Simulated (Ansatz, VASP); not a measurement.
# Ta16H3N in two plane-wave programs, part 2 of 2

Aim: how closely do two programs agree when they are given the same cell, functional and k mesh? The cell is taken from a series of runs on this material, whose earlier steps may have relaxed, scaled, displaced or heated it; both programs get it as it stands.

VASP 6.6.1 and Ansatz 0.2.0.

So far: The starting structure; VASP: single point, PBE.

### 3. Ansatz: single point, PBE

Level of this step: Ansatz beside VASP: Kohn-Sham DFT, plane waves, PBE (Ansatz).

Ansatz runs on its default PAW (the set named soft_2) files.

The same cell, functional, mesh and smearing now go to Ansatz, which takes its cutoff from its data sets.

Input file input.yaml:

```yaml
crystal:
  lattice:
    - [6.62, 0.0, 0.0]
    - [3.31, 4.6810468915, 0.0]
    - [0.0, 0.0, 23.6015703372]
  atoms:
    - { symbol: H, position: [0.6453815895, 0.000397045, 0.7350359311] }
    - { symbol: H, position: [0.3376401564, 0.1783442488, 0.7340683839] }
    - { symbol: H, position: [0.516570279, 0.8213733564, 0.7340683326] }
    - { symbol: N_h, position: [0.5007983081, 4.31189e-05, 0.7198621851] }
    - { symbol: Ta, position: [-0.0016341998, -4.5948e-06, 0.6108220108] }
    - { symbol: Ta_h, position: [0.5029747266, -1.14876e-05, 0.6216526728] }
    - { symbol: Ta_h, position: [0.0004757918, 0.4993050362, 0.6098003374] }
    - { symbol: Ta, position: [0.4997814062, 0.5006874815, 0.6097997582] }
    - { symbol: Ta, position: [0.7491319172, 0.5018317731, 0.5152223629] }
    - { symbol: Ta, position: [0.2509691337, 0.4981571165, 0.5152219847] }
    - { symbol: Ta, position: [0.7501799621, -3.8627e-06, 0.5165160613] }
    - { symbol: Ta, position: [0.2499716653, -4.4494e-06, 0.5168902367] }
    - { symbol: Ta_h, position: [0.0, 0.0, 0.416943589] }
    - { symbol: Ta, position: [0.5, 0.0, 0.416943589] }
    - { symbol: Ta, position: [0.0, 0.5, 0.416943589] }
    - { symbol: Ta, position: [0.5, 0.5, 0.416943589] }
    - { symbol: Ta, position: [0.75, 0.5, 0.317775465] }
    - { symbol: Ta, position: [0.25, 0.5, 0.317775465] }
    - { symbol: Ta, position: [0.75, 0.0, 0.317775465] }
    - { symbol: Ta, position: [0.25, 0.0, 0.317775465] }
kpoints:
  mp_grid: { grid: [8, 8, 1] }
scf:
  occupations: { method: fermi_dirac, width: 0.05 }
  n_extra_bands: 16
hamiltonian:
  xc: pbe
  pseudopotentials: { kind: paw }
output:
  forces: true
  write_potential: true
  volumetric_format: []
  core_levels:
    shells: { N_h: "1s", Ta_h: "4f" }
    counted_from: fermi_level
    add_spin: false
efield:
  axis: 3
  dipole_correction: true
```

Started as:

```
ansatz run input.yaml --threads 8 --pin off --max-ram 20480MiB --backend cpu --events-out ev --progress --plain --runs-dir out
```

Numbers of over 12 decimals in the logs are rounded to 6 here.

Output:

```text
scf.n_extra_bands = 16 over 108 filled bands (N_el = 216.0): the run solves 124 bands
Engine: ansatz 0.2.0, aarch64-unknown-linux-gnu
Pseudopotentials: kind: paw
Pseudopotential: H, paw, valence charge 1, recommended cutoff 420 eV (normal), H.paw.azcp
Pseudopotential: N, paw, valence charge 5, recommended cutoff 420 eV (normal), N.paw.azcp
Pseudopotential: Ta, paw, valence charge 13, recommended cutoff 420 eV (normal), Ta.paw.azcp
Functional definition: PBE
  parameter kappa = 0.804
  parameter beta = 0.066725
  exchange = pbe_x(kappa = kappa, mu = beta*pi^2/3)
  correlation = pbe_c(beta = beta)
Crystal: 20 atoms, lattice volume = 731.378 Å³
Basis set: ecut = 420 eV, 14331 PW (Γ), exchange–correlation on 90×80×320 points (8 copies of the dense FFT grid, shifted against one another)
Bands: 124, of which v1, the nominal top of the filled ones, is band 108 counted from 1 (107 counted from 0)
Symmetry: 1 space group operations
Space group: P1 (ITA 1), of the structure as read, at distance tolerance 9.0e-5 Å
k-points: 34 of 64 (time reversal used)
Non-local potential: H, projectors of the file, l = 0: 2, l = 1: 1
Non-local potential: N, projectors of the file, l = 0: 2, l = 1: 2, l = 2: 1
Non-local potential: Ta, projectors of the file, l = 0: 3, l = 1: 2, l = 2: 2, l = 3: 1
PAW form: soft (Blöchl's): semilocal exchange-correlation on the pseudo side does not see the compensation charge
PAW one-centre angular grid: H, 110 points (default); XC on 64 Gauss nodes
PAW one-centre angular grid: N, 110 points (default); XC on 64 Gauss nodes
PAW one-centre angular grid: Ta, 590 points (default); XC on 64 Gauss nodes
Initial density: superposition of atomic densities (neutral atoms: chi_scale 0, normalization atom), corrected by the library's trained network
Initial wavefunctions: pseudopotential atomic-orbital guess
Functional: x = pbe(κ = 0.804, μ = 0.219515), c = pbe(β = 0.066725)
SCF iter   1: F=—  HF=-159340.779521 eV  |F-HF|=—  |Δ(HF+E_count)|=         —  Δρ=1.04e-2  dr2=3.44e1  ethr=1.77e-3  p=0.407 e·Å  D=1.01e-1 V/Å  ΔV_dip=-2.38 eV  dr2_dipole=2.05e1  V_vac-E_F(+/−)=2.77/5.16 eV  ⟨swp⟩=12.7  Hψ=22027  notcnv=0  defer=14
efield: sawtooth ramp at fractional position 0.9764 (placed from the atoms, in the widest stretch of the axis that holds none; the zero of the levels goes with the place), width 0.1000; the density the first Hamiltonian is built on has a dipole p = 0.407 e·Å; the dipole correction subtracts the counter field D = 1.01e-1 V/Å, which shifts the + side's vacuum level by -2.38 eV against the − side's; the planar-averaged density in the ramp window peaks in size at 6.9e-5 e/Å³
preconditioner: auto → LDOS  [metal: Δε(μ)=0.001 eV  Ē_g=3.645 eV  σ=0.050 eV  W_gap=0.01  n_scr=124 (ndim 8)  ℏωp=12.7 eV  f_vac=0.493  D(μ)=21.24/eV (n_scr^D=140)  β→1.0]
SCF iter   2: F=—  HF=-159340.329639 eV  |F-HF|=—  |Δ(HF+E_count)|=   4.50e-1  Δρ=3.27e-3  dr2=2.57e-1  ethr=1.77e-3  p=0.375 e·Å  D=9.28e-2 V/Å  ΔV_dip=-2.19 eV  dr2_dipole=6.52e-2  V_vac-E_F(+/−)=2.61/4.80 eV  ⟨swp⟩=3.3  Hψ=6826  notcnv=0  defer=51
SCF iter   3: F=—  HF=-159340.315667 eV  |F-HF|=—  |Δ(HF+E_count)|=   1.40e-2  Δρ=1.68e-3  dr2=6.72e-2  ethr=1.19e-4  p=0.385 e·Å  D=9.52e-2 V/Å  ΔV_dip=-2.25 eV  dr2_dipole=1.88e-2  V_vac-E_F(+/−)=2.60/4.85 eV  ⟨swp⟩=3.2  Hψ=8077  notcnv=0  defer=53
SCF iter   4: F=—  HF=-159340.306291 eV  |F-HF|=—  |Δ(HF+E_count)|=   9.38e-3  Δρ=2.37e-4  dr2=2.47e-3  ethr=3.11e-5  p=0.385 e·Å  D=9.53e-2 V/Å  ΔV_dip=-2.25 eV  dr2_dipole=1.29e-3  V_vac-E_F(+/−)=2.59/4.84 eV  ⟨swp⟩=2.0  Hψ=6464  notcnv=0  defer=55
SCF iter   5: F=—  HF=-159340.306308 eV  |F-HF|=—  |Δ(HF+E_count)|=   1.71e-5  Δρ=8.55e-5  dr2=2.01e-4  ethr=1.14e-6  p=0.386 e·Å  D=9.55e-2 V/Å  ΔV_dip=-2.25 eV  dr2_dipole=2.69e-5  V_vac-E_F(+/−)=2.58/4.83 eV  ⟨swp⟩=2.0  Hψ=6137  notcnv=0  defer=55
SCF iter   6: F=—  HF=-159340.306305 eV  |F-HF|=—  |Δ(HF+E_count)|=   2.85e-6  Δρ=3.22e-5  dr2=1.41e-5  ethr=9.29e-8  p=0.386 e·Å  D=9.55e-2 V/Å  ΔV_dip=-2.25 eV  dr2_dipole=4.32e-8  V_vac-E_F(+/−)=2.58/4.83 eV  ⟨swp⟩=2.2  Hψ=6631  notcnv=0  defer=55
SCF iter   7: F=—  HF=-159340.305841 eV  |F-HF|=—  |Δ(HF+E_count)|=   4.64e-4  Δρ=1.05e-5  dr2=2.25e-6  ethr=6.51e-9  p=0.386 e·Å  D=9.55e-2 V/Å  ΔV_dip=-2.25 eV  dr2_dipole=1.53e-9  V_vac-E_F(+/−)=2.58/4.83 eV  ⟨swp⟩=2.6  Hψ=7664  notcnv=0  defer=55
SCF iter   8: F=—  HF=-159340.305841 eV  |F-HF|=—  |Δ(HF+E_count)|=   2.48e-7  Δρ=3.34e-6  dr2=2.31e-7  ethr=1.04e-9  p=0.386 e·Å  D=9.55e-2 V/Å  ΔV_dip=-2.25 eV  dr2_dipole=2.94e-12  V_vac-E_F(+/−)=2.58/4.83 eV  ⟨swp⟩=2.1  Hψ=5730  notcnv=0  defer=55
SCF iter   9: F=-159340.305841 eV  HF=-159340.305841 eV  |F-HF|=2.70e-8  |Δ(HF+E_count)|=   9.94e-8  Δρ=1.45e-6  dr2=4.03e-8  ethr=4.63e-11  p=0.386 e·Å  D=9.55e-2 V/Å  ΔV_dip=-2.25 eV  dr2_dipole=2.24e-9  V_vac-E_F(+/−)=2.58/4.83 eV  ⟨swp⟩=25.1  Hψ=36063  notcnv=0
[...]
── core hole 1/4: 1s of N_h 3 ──
── 1s of N_h 3: 399.505 eV over the cell without the hole, in 15 iterations ──
── core hole 2/4: 4f of Ta_h 5 ──
── 4f of Ta_h 5: 23.175 eV over the cell without the hole, in 12 iterations ──
── core hole 3/4: 4f of Ta_h 6 ──
── 4f of Ta_h 6: 22.934 eV over the cell without the hole, in 13 iterations ──
── core hole 4/4: 4f of Ta_h 12 ──
── 4f of Ta_h 12: 22.716 eV over the cell without the hole, in 13 iterations ──
SCF converged after 9 iterations
Free energy (F): -159340.305841 eV
Harris-Foulkes:  -159340.305841 eV  (|F-HF|=2.70e-8)
Internal energy: -159340.122765 eV  (E = F + TS)
E sigma→0 (E₀):  -159340.214303 eV
Entropy (-TS):   -0.183076 eV (-9.154 meV/atom)
Fermi energy:    5.544313 eV
Dipole field:    D = 0.095497 V/Å  (p = 0.385985 e·Å, saw-weighted, corrected)
Work function:   Φ+ = 2.5779 eV   Φ− = 4.8314 eV
Levels:          The Fermi level and band energies are counted from a zero that moves with the ramp; work functions are not
Vacuum region:   at the solve's end the planar-averaged density reaches 3.82e-5 e/Å³ inside the ramp window [0.9340, 0.1188] (bound 1e-5 e/Å³)
--- Per-component energies (eV) ---
  E_band       = -4445.462736
  E_kinetic    = 6004.225913
  E_local      = -194283.141955  (includes V_loc(G=0)·N_el)
  E_nonlocal   = 288.472182
  E_hartree    = 94350.457974
  E_xc         = -3567.101588
  E_vxc        = -3355.427197  (∫ρ·V_xc dr)
  E_paw        = -134473.033969  (= ΣΔE_a)
  E_vpaw       = -1825.341403  (= ΣTr[D̂ρ^β])
  E_aug_tail   = -0.001464  (compensation charges beyond the density's cutoff)
  E_efield     = 0.018430  (sawtooth field / dipole correction)
  E_vefield    = 24.804166  (∫n·V_field dr)
  E_ewald      = 72339.981712
  E_smearing   = -0.183076  (= −TS)
  E_closure    = 0.000000  (closes the sum)
  Σ components = -159340.305841   (vs F -159340.305841, Δ=0.00e0)
--- Forces (eV/Å), atoms counted from 1 ---
  atom   1  H        0.02483067     0.00006729    -0.00556457
  atom   2  H       -0.01174409    -0.02057597     0.00335209
  atom   3  H       -0.01183882     0.02043414     0.00340340
  atom   4  N_h     -0.00486081    -0.00007605     0.00350155
  atom   5  Ta       0.01027569     0.00007855     0.03042874
  atom   6  Ta_h    -0.01590055     0.00014724    -0.04057271
  atom   7  Ta_h     0.00099749    -0.00432065     0.02766010
  atom   8  Ta       0.00123613     0.00430170     0.02774673
  atom   9  Ta       0.00362312     0.00423942     0.02391324
  atom  10  Ta       0.00358108    -0.00394725     0.02392944
  atom  11  Ta       0.03231674    -0.00013388     0.00702980
  atom  12  Ta      -0.03453773    -0.00011036    -0.00721046
  atom  13  Ta_h     0.01041168    -0.00004052    -0.56590530
  atom  14  Ta      -0.00045505    -0.00003065    -0.33125635
  atom  15  Ta      -0.00182401    -0.00197137    -0.47926199
  atom  16  Ta      -0.00183097     0.00192573    -0.47927299
  atom  17  Ta      -0.00050692     0.03363499     0.43159397
  atom  18  Ta      -0.00048351    -0.03363192     0.43159972
  atom  19  Ta       0.05484924     0.00001013     0.45053801
  atom  20  Ta      -0.05812981    -0.00000070     0.44428827
  max |Σ_I F_I| component: 5.93e-5 eV/Å
--- Band table (eV; the first three rows and the last of 34) ---
  k-point 0: bands = [... 104 lower, 5.6795, 5.7103, 5.8549, 5.9545, 6.1061, 6.5432, 6.5615, 6.7326, ... 12 higher]
  k-point 1: bands = [... 104 lower, 5.6687, 5.7622, 5.8068, 6.0629, 6.1161, 6.2953, 6.3486, 6.3668, ... 12 higher]
  k-point 2: bands = [... 104 lower, 5.6192, 5.7334, 5.7624, 5.8543, 5.8697, 5.9416, 6.0987, 6.1183, ... 12 higher]
  k-point 33: bands = [... 104 lower, 5.0860, 5.1333, 5.2054, 5.2298, 5.2523, 5.2751, 5.5203, 5.6251, ... 12 higher]
--- Core levels from the Fermi level (as output.core_levels.counted_from types it; a hole's nearest image at 5.7 Å) ---
  the holes have no spin, as output.core_levels.add_spin types it
  atom         alike  shell      binding/eV   shift/eV difference/eV images/eV   SCF
  N_h 3            1     1s         399.505     +0.000       399.505         –    15
  Ta_h 5           1     4f          23.175     +0.000        23.175         –    12
  Ta_h 6           1     4f          22.934     -0.242        22.934         –    13
  Ta_h 12          1     4f          22.716     -0.459        22.716         –    13
  the dataset of N_h with a 1s hole: scattering error 0.002 eV (0.002 eV in the local channel); free atom: scalar-relativistic, large and small components
  the dataset of Ta_h with a 4f hole: scattering error 0.245 eV; outside its bounds: its channels together can move a line by 0.249 eV; free atom: scalar-relativistic, large and small components
  the two lines of Ta_h's 4f: 4f5/2 +1.080 eV and 4f7/2 -0.810 eV off its levels, 3 : 4 in strength
```

In the SCF lines HF is the Harris–Foulkes energy and dr2 the Hartree energy of the density residual, in eV; the loop may stop once dr2 is under the threshold and the program's other checks hold. Hψ counts applications of the Hamiltonian.

### 4. Differences

Known differences besides the potentials themselves: the data sets hold 216 valence electrons in Ansatz (on its default PAW (the set named soft_2) files) and 184 in VASP; the cutoff is 420 eV in Ansatz and 520 eV in VASP. Total energies have different zeros and are not compared.

Compared:

```csv
quantity,Ansatz,VASP,difference
"work function, lower of the two faces (eV)",2.58,2.57,+0.01
"work function, higher of the two faces (eV)",4.83,4.83,0.00
```

Forces on 10 of the 20 atoms, those with the largest forces and the largest differences (eV/Å; atoms numbered as in POSCAR):

```csv
atom,"Ansatz x, y, z","VASP x, y, z"
H1,"0.025, 0.000, -0.006","0.025, 0.000, -0.020"
H2,"-0.012, -0.021, 0.003","-0.012, -0.020, -0.011"
N4,"-0.005, 0.000, 0.004","-0.005, 0.000, 0.052"
Ta13,"0.010, 0.000, -0.566","0.010, 0.000, -0.572"
Ta15,"-0.002, -0.002, -0.479","-0.002, -0.002, -0.488"
Ta16,"-0.002, 0.002, -0.479","-0.002, 0.002, -0.488"
Ta17,"-0.001, 0.034, 0.432","0.000, 0.034, 0.430"
Ta18,"0.000, -0.034, 0.432","0.000, -0.034, 0.430"
Ta19,"0.055, 0.000, 0.451","0.055, 0.000, 0.449"
Ta20,"-0.058, 0.000, 0.444","-0.058, 0.000, 0.443"
```

The forces differ by 7.6 meV/Å r.m.s., which is 4.5 % of the r.m.s. force of 0.169 eV/Å (both taken over all components). With vacuum in the cell, a pressure given here is an average over mostly empty space and none of the material.

### 5. Outcome

```yaml
r_m_s_force_difference_single_point_pbe: 7.6 meV/Å
```

What this shows: The r.m.s. force difference is 7.6 meV/Å (single point, PBE), within the 12 meV/Å picked in this series as the mark of a large difference. The data sets hold unlike numbers of valence electrons (216 in Ansatz and 184 in VASP), so part of the differences comes from the potentials. How closely two codes agree says nothing of how well the functional describes the real material.

[Lines on the potential files, build, host, timing and source positions are cut from VASP's logs without a mark.]

[Logs are printed without paths, hosts, clocks, repeated set-up lines and the standing remarks that a program may print on its own settings, such as how far it seeks lower states.]

[Hosts, paths, dates, database ids (printed as entryN), source tags and the programs' standing remarks are cut or masked in the printed files.]
